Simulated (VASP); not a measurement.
Calculation: PBEsol GGA, VASP's PBE PAW potentials (set 64) (plane waves; VASP).

VASP ran on this input.

### INCAR
```
ALGO = Normal
EDIFF = 1E-6
ENCUT = 400
GGA = PS
ISIF = 2
ISMEAR = 0
LASPH = .True.
LCHARG = .False.
LMAXMIX = 4
LREAL = .False.
LWAVE = .False.
NELM = 100
PREC = Accurate
SIGMA = 0.01
SYSTEM = NaAsF6
```

### KPOINTS
```
Automatic mesh
0
Gamma
4 4 4
0 0 0
```

**POSCAR**
```
NaAsF6
5.6086620
  0.0000000000   0.7071067930   0.7071067930
  0.7071067930   0.0000000000   0.7071067930
  0.7071067930   0.7071067930   0.0000000000
Na As F
1 1 6
Direct
  0.4976590000   0.5025280000   0.4948710000
  0.0143630000  -0.0154010000   0.0026630000
  0.7791560000   0.7671220000   0.2266020000
  0.2330700000   0.2140850000   0.7749020000
  0.2161640000   0.7841700000   0.7784970000
  0.7669160000   0.2254480000   0.2147030000
  0.7832460000   0.2213730000   0.7834080000
  0.2094270000   0.8006750000   0.2243550000
```

POTCAR, in this order: Na_pv As F (PBE.64 set). Program: vasp_std.

At this cut-off the stress carries a Pulay error, which pulls relaxed volumes low.

Problem. Estimate the energy per atom (σ→0), pressure, largest force, band gap (on the k-mesh).

Solution. 
```yaml
energy per atom (σ→0): -446.3 kJ/mol of atoms
band gap (on the k-mesh): 4.94 eV
pressure: -6.30 GPa
largest_force: 5.000 eV/Å
```

File OSZICAR:
```
...
DAV:   9    -0.370042485702E+02   -0.11054E-02   -0.11915E-02  3264   0.951E-01    0.188E-01
DAV:  10    -0.370052150027E+02   -0.96643E-03   -0.31043E-03  3032   0.473E-01    0.119E-01
DAV:  11    -0.370053170497E+02   -0.10205E-03   -0.27728E-04  2872   0.161E-01    0.554E-02
DAV:  12    -0.370053883284E+02   -0.71279E-04   -0.17264E-04  2808   0.994E-02    0.205E-02
DAV:  13    -0.370053817550E+02    0.65733E-05   -0.26435E-05  3160   0.566E-02    0.638E-03
DAV:  14    -0.370053832520E+02   -0.14970E-05   -0.53501E-06  2792   0.194E-02    0.564E-03
DAV:  15    -0.370053834030E+02   -0.15099E-06   -0.37961E-07  2000   0.525E-03
   1 F= -.37005383E+02 E0= -.37005383E+02  d E =-.464720E-18
```

The structure comes from a computed database's NaAsF6 entry (Fm-3m); how it stands against other phases isn't given here. The cell was not relaxed at this level, atoms are displaced from their ideal sites.
